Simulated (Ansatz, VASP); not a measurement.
# SbSe2 in two plane-wave programs

Wanted: the spread between two codes on one cell, functional and k mesh. The cell is invented: As first built, before any earlier steps moved the atoms (in the runner's words): it takes the VSe2 structure with some of its atoms replaced by other elements, volume scaled by an estimate. It may not be a known or stable phase. The cell is taken from a series of VASP runs on this material, whose earlier steps may have relaxed, scaled or displaced it; both programs get it as it stands. Other levels of theory on this material are compared in a session of their own.

Main program and level: Ansatz 0.2.0; plane waves, with VASP 6.6.1 beside it; band structure at PBE.

## (1) Set-up

The structure is trigonal, space group P-3m1 (No. 164). The conventional cell has a = 3.889 Å, b = 3.889 Å, c = 6.420 Å, α = 90.00°, β = 90.00°, γ = 120.00°. Nearest to Sb lie 6 Se at 2.81 Å. Nearest to Se lie 3 Sb at 2.81 Å. As first built, before any earlier steps moved the atoms (in the runner's words): sites of the VSe2 structure (space group 164) filled with other elements, volume scaled by an estimate. Farther neighbours and most contacts between anions are not listed.

Coordinates:

```cif
data_structure
_symmetry_space_group_name_H-M 'P-3m1'
_symmetry_Int_Tables_number 164
_cell_length_a 3.8892
_cell_length_b 3.8892
_cell_length_c 6.4198
_cell_angle_alpha 90.000
_cell_angle_beta 90.000
_cell_angle_gamma 120.000
_cell_volume 84.09
loop_
_atom_site_label
_atom_site_type_symbol
_atom_site_symmetry_multiplicity
_atom_site_Wyckoff_symbol
_atom_site_fract_x
_atom_site_fract_y
_atom_site_fract_z
_atom_site_occupancy
Sb1 Sb 1 a 0.00000 0.00000 0.00000 1
Se1 Se 2 d 0.33333 0.66667 0.26217 1
```

## (2) VASP: band structure, PBE

A single point gives forces, pressure and levels at one fixed geometry, so differences don't come from the geometry; what else differs is listed under the comparison.

Lines of VASP's logs that name or quote its potential files are left out, and so is its time.

INCAR reads:

```
SYSTEM = SbSe2
PREC = Accurate
ENCUT = 400
EDIFF = 1E-06
NELM = 100
ISMEAR = 0
SIGMA = 0.05
LREAL = .FALSE.
ALGO = Normal
GGA = PE
LORBIT = 11
LWAVE = .FALSE.
LCHARG = .FALSE.
```

POSCAR reads:

```
SbSe2
1.0
    3.8891667698      0.0000000356      0.0000000000
   -1.9445828240      3.3681166027      0.0000000000
    0.0000000000      0.0000000000      6.4198224187
Sb Se
1 2
Direct
    0.0000000000      0.0000000000      0.0000000000
    0.3333333300      0.6666666700      0.2621724083
    0.6666666700      0.3333333300      0.7378275917
```

KPOINTS reads:

```
Automatic mesh
0
Gamma
7 7 4
0 0 0
```

KPOINTS_OPT reads:

```
Line mode
16
Line-mode
Reciprocal
  0.00000000   0.00000000   0.00000000 GAMMA
  0.50000000   0.00000000   0.00000000 M

  0.50000000   0.00000000   0.00000000 M
  0.33333333   0.33333333   0.00000000 K

  0.33333333   0.33333333   0.00000000 K
  0.00000000   0.00000000   0.00000000 GAMMA

  0.00000000   0.00000000   0.00000000 GAMMA
  0.00000000   0.00000000   0.50000000 A

  0.00000000   0.00000000   0.50000000 A
  0.50000000   0.00000000   0.50000000 L

  0.50000000   0.00000000   0.50000000 L
  0.33333333   0.33333333   0.50000000 H

  0.33333333   0.33333333   0.50000000 H
  0.00000000   0.00000000   0.50000000 A

  0.50000000   0.00000000   0.50000000 L
  0.50000000   0.00000000   0.00000000 M

  0.33333333   0.33333333   0.00000000 K
  0.33333333   0.33333333   0.50000000 H
```

The projector-augmented-wave data sets are Sb and Se (PBE family, release 64).

Launch:

```console
mpirun -np 1 vasp_std
```

Numbers of over 12 decimals in the logs are rounded to 6 here.

Log:

```text
[banner, memory and clock lines left out]
running    1 mpi-ranks, on    1 nodes
 distrk:  each k-point on    1 cores,    1 groups
 distr:  one band on    1 cores,    1 groups

 POSCAR found type information on POSCAR SbSe
 POSCAR found :  2 types and       3 ions
 LDA part: xc-table for (Slater+PW92), standard interpolation
 POSCAR, INCAR and KPOINTS ok, starting setup
 FFT: planning ... GRIDC
 FFT: planning ... GRID_SOFT
 FFT: planning ... GRID
 WAVECAR not read
 entering main loop
       N       E                     dE             d eps       ncg     rms          rms(c)
DAV:   1     0.742406713952E+02    0.74241E+02   -0.53266E+03   672   0.884E+02
DAV:   2    -0.629319296990E+01   -0.80534E+02   -0.77485E+02   956   0.170E+02
DAV:   3    -0.117694973293E+02   -0.54763E+01   -0.53691E+01   836   0.502E+01
DAV:   4    -0.118417744943E+02   -0.72277E-01   -0.72111E-01   744   0.654E+00
DAV:   5    -0.118427691533E+02   -0.99466E-03   -0.99446E-03   804   0.782E-01    0.462E+00
DAV:   6    -0.115894416902E+02    0.25333E+00   -0.35675E-01   684   0.466E+00    0.305E+00
DAV:   7    -0.115930599454E+02   -0.36183E-02   -0.14974E-01   740   0.224E+00    0.113E+00
DAV:   8    -0.115934522144E+02   -0.39227E-03   -0.40561E-03   764   0.584E-01    0.389E-01
DAV:   9    -0.115939496913E+02   -0.49748E-03   -0.14945E-03   736   0.335E-01    0.971E-02
DAV:  10    -0.115939545255E+02   -0.48342E-05   -0.74033E-05   816   0.643E-02    0.418E-02
DAV:  11    -0.115939751319E+02   -0.20606E-04   -0.48536E-05   696   0.562E-02    0.124E-02
DAV:  12    -0.115939737472E+02    0.13847E-05   -0.74074E-06   716   0.205E-02    0.614E-03
DAV:  13    -0.115939738100E+02   -0.62817E-07   -0.17474E-06   428   0.931E-03
   1 F= -.11593974E+02 E0= -.11592003E+02  d E =-.394071E-02
 Start KPOINTS_OPT (optional k-point list driver)
k-point batch [1-28\144]
       N       E                     dE             ncg
DAV:   1     0.143104763971E+04   -0.75283E+04      672
DAV:   2    -0.667092873480E+03   -0.20981E+04      916
DAV:   3    -0.819487734288E+03   -0.15239E+03      788
DAV:   4    -0.821852653557E+03   -0.23649E+01      800
DAV:   5    -0.821890165998E+03   -0.37512E-01      788
DAV:   6    -0.821891109482E+03   -0.94348E-03      840
DAV:   7    -0.821891135638E+03   -0.26156E-04      772
DAV:   8    -0.821891136829E+03   -0.11910E-05      568
DAV:   9    -0.821891136934E+03   -0.10577E-06      512
[...]
k-point batch [141-144\144]
       N       E                     dE             ncg
DAV:   1     0.115540891104E+05   -0.17305E+04       96
DAV:   2     0.112764143872E+05   -0.27767E+03      124
DAV:   3     0.112522868242E+05   -0.24128E+02      120
DAV:   4     0.112518995991E+05   -0.38723E+00       96
DAV:   5     0.112518946246E+05   -0.49745E-02      112
DAV:   6     0.112518945195E+05   -0.10505E-03      100
DAV:   7     0.112518945167E+05   -0.28409E-05      112
DAV:   8     0.112518945166E+05   -0.69689E-07       52
```

Parts of OUTCAR (step 2):

```text
ion  position               nearest neighbor table
   1  0.000  0.000  0.000-   2 2.81   3 2.81   3 2.81   2 2.81   3 2.81   2 2.81
   2  0.333  0.667  0.262-   1 2.81   1 2.81   1 2.81
   3  0.667  0.333  0.738-   1 2.81   1 2.81   1 2.81

  LATTYP: Found a hexagonal cell.
 ALAT       =     3.8891667698
 C/A-ratio  =     1.6506935286

 Subroutine GETGRP returns: Found 12 space group operations
 (whereof 12 operations were pure point group operations)

The static configuration has the point symmetry D_3d.

 Found     28 irreducible k-points:

   k-points           NKPTS =     28   k-points in BZ     NKDIM =     28   number of bands    NBANDS=     12

   dimension x,y,z NGX =    28 NGY =   28 NGZ =   42
   dimension x,y,z NGXF=    56 NGYF=   56 NGZF=   84

   ENCUT  =  400.0 eV  29.40 Ry    5.42 a.u.   6.34  6.34 10.47*2*pi/ulx,y,z

   NELECT =      17.0000    total number of electrons

 k-points in reciprocal lattice and weights: Automatic mesh
   0.00000000  0.00000000  0.00000000       0.005
   0.14285714 -0.00000000  0.00000000       0.031
   0.28571429 -0.00000000  0.00000000       0.031
   0.42857143 -0.00000000  0.00000000       0.031
   0.14285714  0.14285714  0.00000000       0.031
   0.28571429  0.14285714  0.00000000       0.061
   0.42857143  0.14285714  0.00000000       0.031
   0.28571429  0.28571429  0.00000000       0.031
   0.00000000  0.00000000  0.25000000       0.010
[...]
0.42857143  0.14285714  0.50000000       0.031
   0.28571429  0.28571429  0.50000000       0.031

 average (electrostatic) potential at core
       1 -89.3742       2 -54.1525       3 -54.1525

 E-fermi :   3.9990

 k-point     1 :       0.0000    0.0000    0.0000
  band No.  band energies     occupation
    ...
      5       2.5775      2.00000
      6       2.6809      2.00000
      7       3.0721      2.00000
      8       3.0721      2.00000
      9       3.1623      2.00000
     10       5.7874      0.00000
     11       6.5935      0.00000
     12       6.5935      0.00000

 k-point     2 :       0.1429   -0.0000    0.0000
  band No.  band energies     occupation
    ...
      4       0.9251      2.00000
      5       1.8185      2.00000
      6       1.9892      2.00000
      7       3.0418      2.00000
      8       3.2674      2.00000
      9       4.3998      0.00000
     10       6.0057      0.00000
     11       6.7710      0.00000
     12       6.8345      0.00000

 k-point     3 :       0.2857   -0.0000    0.0000
  band No.  band energies     occupation
    ...
      4      -0.4147      2.00000
      5       0.6609      2.00000
      6       1.2661      2.00000
      7       2.7079      2.00000
      8       3.2011      2.00000
      9       4.0584      0.09303
     10       6.1944      0.00000
     11       7.1397      0.00000
     12       7.7595      0.00000

  Total        0.0197419      0.0197419      0.0078521      0.0000000     -0.0000000      0.0000000
  in kB        0.3761256      0.3761255      0.1495987      0.0000001     -0.0000000      0.0000000
  external PRESSURE =       0.3006166 kB  Pullay stress =       0.0000000 kB

  energy-cutoff  :      400.00
  volume of cell :       84.09
      direct lattice vectors                 reciprocal lattice vectors
     3.889166770  0.000000036  0.000000000     0.257124483  0.148450874  0.000000000
    -1.944582824  3.368116603  0.000000000    -0.000000003  0.296901833  0.000000000
     0.000000000  0.000000000  6.419822419     0.000000000  0.000000000  0.155767549

 POSITION                                       TOTAL-FORCE (eV/Angst)
 -----------------------------------------------------------------------------------
      0.00000      0.00000      0.00000        -0.000000      0.000000     -0.000000
      0.00000      2.24541      1.68310         0.000000      0.000000      0.004858
      1.94458      1.12271      4.73672        -0.000000     -0.000000     -0.004858
 -----------------------------------------------------------------------------------
    total drift:                               -0.000000     -0.000000      0.000000

  FREE ENERGIE OF THE ION-ELECTRON SYSTEM (eV)
  ---------------------------------------------------
  free  energy   TOTEN  =       -11.5939738100 eV

  energy  without entropy=      -11.5900331016  energy(sigma->0) =      -11.59200346

 total charge
# of ion       s       p       d       tot
------------------------------------------
    1        1.232   0.957   0.083   2.273
    2        1.494   2.237   0.027   3.758
    3        1.494   2.237   0.027   3.758
--------------------------------------------------
tot          4.220   5.432   0.137   9.788

[... 3 further parts left out ...]
```

The run ends at a pressure of 0.03 GPa, with forces up to 0.0049 eV/Å.

## (3) Ansatz: band structure, PBE

Ansatz runs on its default PAW (the set named soft_2) files.

The same cell, functional, mesh and smearing now go to Ansatz, which takes its cutoff from its data sets.

input.yaml reads:

```yaml
crystal:
  lattice:
    - [3.8891667698, 3.56e-08, 0.0]
    - [-1.944582824, 3.3681166027, 0.0]
    - [0.0, 0.0, 6.4198224187]
  atoms:
    - { symbol: Sb, position: [0.0, 0.0, 0.0] }
    - { symbol: Se, position: [0.33333333, 0.66666667, 0.2621724083] }
    - { symbol: Se, position: [0.66666667, 0.33333333, 0.7378275917] }
hamiltonian:
  xc: pbe
  pseudopotentials: { kind: paw }
kpoints:
  mp_grid: { grid: [7, 7, 4] }
  band_path:
    path:
      - [0.0, 0.0, 0.0]
      - [0.13333, 0.0, 0.0]
      - [0.3, 0.0, 0.0]
      - [0.46667, 0.0, 0.0]
      - [0.46667, 0.06667, 0.0]
      - [0.41111, 0.17778, 0.0]
      - [0.35556, 0.28889, 0.0]
      - [0.28889, 0.28889, 0.0]
      - [0.17778, 0.17778, 0.0]
      - [0.06667, 0.06667, 0.0]
      - [0.0, 0.0, 0.03333]
      - [0.0, 0.0, 0.2]
      - [0.0, 0.0, 0.36667]
      - [0.0, 0.0, 0.5]
      - [0.16667, 0.0, 0.5]
      - [0.3, 0.0, 0.5]
      - [0.46667, 0.0, 0.5]
      - [0.46667, 0.06667, 0.5]
      - [0.41111, 0.17778, 0.5]
      - [0.35556, 0.28889, 0.5]
      - [0.28889, 0.28889, 0.5]
      - [0.17778, 0.17778, 0.5]
      - [0.06667, 0.06667, 0.5]
      - [0.5, 0.0, 0.46667]
      - [0.5, 0.0, 0.3]
      - [0.5, 0.0, 0.13333]
      - [0.33333, 0.33333, 0.0]
      - [0.33333, 0.33333, 0.16667]
      - [0.33333, 0.33333, 0.33333]
      - [0.33333, 0.33333, 0.5]
    npoints: 1
scf:
  occupations: { method: gaussian, width: 0.05 }
  n_extra_bands: 7
output:
  forces: true
  stress: true
  eigenvalues: true
```

Launch:

```console
ansatz run input.yaml --threads 2 --pin off --max-ram 4608MiB --backend cpu --events-out ev --progress --plain --runs-dir out
```

Log:

```text
Warning: the atoms were moved onto the symmetric positions of the space group found under crystal.symmetry.tolerance 1.0e-5 (fractional; no operation is sought that the atoms, as they stand in a round, miss by more than twice it, and no atom is moved by as much as it), and the run uses the moved positions. Before a round's move an operation carried an atom to 3.89e-8 Å from where it should land, the largest such dist [...]
scf.n_extra_bands = 7 over 24 filled bands (N_el = 47.0): the run solves 31 bands
Engine: ansatz 0.2.0, aarch64-unknown-linux-gnu
Pseudopotentials: kind: paw
Pseudopotential: Sb, paw, valence charge 15, recommended cutoff 420 eV (normal), Sb.paw.azcp
Pseudopotential: Se, paw, valence charge 16, recommended cutoff 420 eV (normal), Se.paw.azcp
Functional definition: PBE
  parameter kappa = 0.804
  parameter beta = 0.066725
  exchange = pbe_x(kappa = kappa, mu = beta*pi^2/3)
  correlation = pbe_c(beta = beta)
Crystal: 3 atoms, lattice volume = 84.094 Å³
Basis set: ecut = 420 eV, 1677 PW (Γ), exchange–correlation on 54×54×90 points (8 copies of the dense FFT grid, shifted against one another)
Bands: 31, of which v1, the nominal top of the filled ones, is band 24 counted from 1 (23 counted from 0)
Symmetry: 12 space group operations
Space group: P-3m1 (ITA 164), of the structure as read, at distance tolerance 4.4e-5 Å
k-points: 28 of 196
Non-local potential: Sb, projectors of the file, l = 0: 2, l = 1: 2, l = 2: 2, l = 3: 2
Non-local potential: Se, projectors of the file, l = 0: 2, l = 1: 2, l = 2: 3, l = 3: 1
PAW form: soft (Blöchl's): semilocal exchange-correlation on the pseudo side does not see the compensation charge
PAW one-centre angular grid: Sb, 590 points (default); XC on 64 Gauss nodes
PAW one-centre angular grid: Se, 590 points (default); XC on 64 Gauss nodes
Initial density: superposition of atomic densities (neutral atoms: chi_scale 0, normalization atom), corrected by the library's trained network
Initial wavefunctions: pseudopotential atomic-orbital guess
Functional: x = pbe(κ = 0.804, μ = 0.219515), c = pbe(β = 0.066725)
SCF iter   1: F=—  HF=-17423.085268 eV  |F-HF|=—  |Δ(HF+E_count)|=         —  Δρ=1.61e-3  dr2=2.65e-3  ethr=1.77e-3  ⟨swp⟩=8.0  Hψ=4139  notcnv=0
preconditioner: auto → LDOS  [insulator: Δε(μ)=0.058 eV  Ē_g=11.101 eV  σ=0.050 eV  W_gap=0.54  n_scr=22 (ndim 8)  ℏωp=16.7 eV  f_vac=0.075  D(μ)=3.03/eV (n_scr^D=22)  ε∞_Penn≈3.3  β→1.0]
SCF iter   2: F=—  HF=-17423.085575 eV  |F-HF|=—  |Δ(HF+E_count)|=   3.08e-4  Δρ=8.59e-4  dr2=9.81e-4  ethr=5.65e-6  ⟨swp⟩=2.9  Hψ=1945  notcnv=0  defer=73
SCF iter   3: F=—  HF=-17423.085262 eV  |F-HF|=—  |Δ(HF+E_count)|=   3.14e-4  Δρ=2.68e-4  dr2=1.03e-4  ethr=2.09e-6  ⟨swp⟩=2.4  Hψ=1397  notcnv=0  defer=73
SCF iter   4: F=—  HF=-17423.085265 eV  |F-HF|=—  |Δ(HF+E_count)|=   3.34e-6  Δρ=9.87e-5  dr2=2.02e-5  ethr=2.19e-7  ⟨swp⟩=2.0  Hψ=919  notcnv=0  defer=73
SCF iter   5: F=—  HF=-17423.085255 eV  |F-HF|=—  |Δ(HF+E_count)|=   9.72e-6  Δρ=2.63e-5  dr2=1.47e-6  ethr=4.30e-8  ⟨swp⟩=2.0  Hψ=936  notcnv=0  defer=73
SCF iter   6: F=-17423.085255 eV  HF=-17423.085255 eV  |F-HF|=2.00e-9  |Δ(HF+E_count)|=   1.99e-7  Δρ=4.11e-6  dr2=9.70e-9  ethr=2.13e-10  ⟨swp⟩=8.4  Hψ=4237  notcnv=0
SCF 1 converged in 6 iterations: F = -17423.085255 eV  dr2 = 9.70e-9
  greatest PAW one-centre occupation: 1.000 electrons in one spin orbital (limit 2), on the Se atom at site 2 (counted from 0), in its partial waves of l = 2
NSCF: frozen V_eff on 30 k-points
SCF converged after 6 iterations
Free energy (F): -17423.085255 eV
Harris-Foulkes:  -17423.085255 eV  (|F-HF|=2.00e-9)
Internal energy: -17423.081362 eV  (E = F + TS)
E sigma→0 (E₀):  -17423.083309 eV
Entropy (-TS):   -0.003893 eV (-1.298 meV/atom)
Fermi energy:    7.739130 eV
--- Per-component energies (eV) ---
  E_band       = -974.905657
  E_kinetic    = 441.434419
  E_local      = -6825.685995  (includes V_loc(G=0)·N_el)
  E_nonlocal   = -828.159379
  E_hartree    = 3292.989977
  E_xc         = -345.823122
  E_vxc        = -291.138310  (∫ρ·V_xc dr)
  E_paw        = -8398.371698  (= ΣΔE_a)
  E_vpaw       = -57.334163  (= ΣTr[D̂ρ^β])
  E_aug_tail   = -0.001190  (compensation charges beyond the density's cutoff)
  E_ewald      = -4759.464374
  E_smearing   = -0.003893  (= −TS)
  E_closure    = -0.000000  (closes the sum)
  Σ components = -17423.085255   (vs F -17423.085255, Δ=0.00e0)
--- Forces (eV/Å), atoms counted from 1 ---
  atom   1  Sb     0.00000000    -0.00000000    -0.00000000
  atom   2  Se     0.00000000     0.00000000     0.00650577
  atom   3  Se    -0.00000000     0.00000000    -0.00650577
  max |Σ_I F_I| component: 2.31e-18 eV/Å
--- Stress (GPa, compression-positive) ---
        0.109416      -0.000000       0.000000
        0.000000       0.109416       0.000000
        0.000000       0.000000       0.053428
  P = ⅓ Tr σ = 0.0908 GPa (0.908 kbar)
--- Band table (eV; the first three rows and the last of 28) ---
  k-point 0: bands = [... 20 lower, 6.4162, 6.8129, 6.8129, 6.9093, 9.5397, 10.3407, 10.3407, 14.4104, ... 3 higher]
  k-point 1: bands = [... 20 lower, 6.2789, 6.8964, 6.8964, 7.8435, 9.3814, 10.2204, 10.2204, 14.4699, ... 3 higher]
  k-point 2: bands = [... 20 lower, 6.2451, 6.9735, 6.9735, 8.4548, 9.1022, 10.1022, 10.1022, 14.2538, ... 3 higher]
  k-point 27: bands = [... 20 lower, 3.7113, 6.4069, 6.5719, 8.1002, 10.2433, 10.7015, 11.5392, 14.7352, ... 3 higher]
```

Elapsed: 3.4 s, on 2 threads of Arm Neoverse V2, shared host; peak memory 0.38 GiB.

## (4) Differences

Known differences besides the potentials themselves: the data sets hold 47 valence electrons in Ansatz (default PAW (the set named soft_2) files) and 17 in VASP; the cutoff is 420 eV in Ansatz and 400 eV in VASP; VASP leaves aspherical gradient terms in its spheres out (LASPH is not set), Ansatz keeps them. Total energies have different zeros and are not compared.

The two programs side by side:

```csv
quantity,Ansatz,VASP,difference
pressure (GPa),0.09,0.03,+0.06
```

Levels from 3 eV below to 2 eV above the Fermi level differ by 3 meV r.m.s. and 12 meV at most; each VASP level is matched to the nearest of Ansatz, which flatters the figure a little. Ansatz's pressure holds a Pulay correction of 0.02 GPa; VASP's holds none.

## (5) Results

| Item | Value |
| --- | --- |
| r.m.s. difference of levels near the Fermi level (band structure, PBE) | 3.2 meV |

What this shows: The r.m.s. difference of levels near the Fermi level is 3.2 meV (band structure, PBE), within the 80 meV picked in this series as the mark of a large difference. 3 further runs of this series are not shown here. Such differences can come from data sets, numerical settings and the points named under the comparisons, not from the functional's error against experiment.

[Lines on the potential files, build, host, timing and source positions are cut from VASP's logs without a mark.]

[Logs are printed without paths, hosts, clocks, repeated set-up lines and the standing remarks that a program may print on its own settings, such as how far it seeks lower states.]

[Hosts, paths, dates, database ids (printed as entryN), source tags and the programs' standing remarks are cut or masked in the printed files.]
